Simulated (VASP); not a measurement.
Crystal: InP.

```
In P
1.0
     0.00000    2.93435    2.93435
     2.93435    0.00000    2.93435
     2.93435    2.93435    0.00000
In P
1 1
Direct
  0.00000 0.00000 0.00000
  0.25000 0.25000 0.25000
```

The cell was built by a generator and needn't be a form met in nature.

Base run:

* Program: VASP 6.6.1
* Functional: PBE
* Potentials or basis: VASP PAW PBE potentials, release 64 (In_d, P)
* Cutoff: 520 eV
* k mesh: 12 × 12 × 12
* Occupations: gaussian, width 0.02 eV
* Spin: no spin polarisation

Its results: band gap on the k mesh 0.69 eV, direct; electronic dielectric tensor (diagonal) 11.86.

Task: The run is repeated on the same cell with these changes: functional from PBE to r2SCAN; k mesh from 12 × 12 × 12 to 10 × 10 × 10. What comes out?

Result: Band gap on the k mesh 1.15 eV, direct; electronic dielectric tensor (diagonal) 9.32.

Several settings changed at once, so the effect can't be laid on one alone.

Caveats: spin-orbit coupling is left out, which moves the levels of the heavy elements; the gap is small at this level, which inflates the dielectric constant (some runs).

A k mesh can miss the band edges.

Not every run made on this cell is shown here.
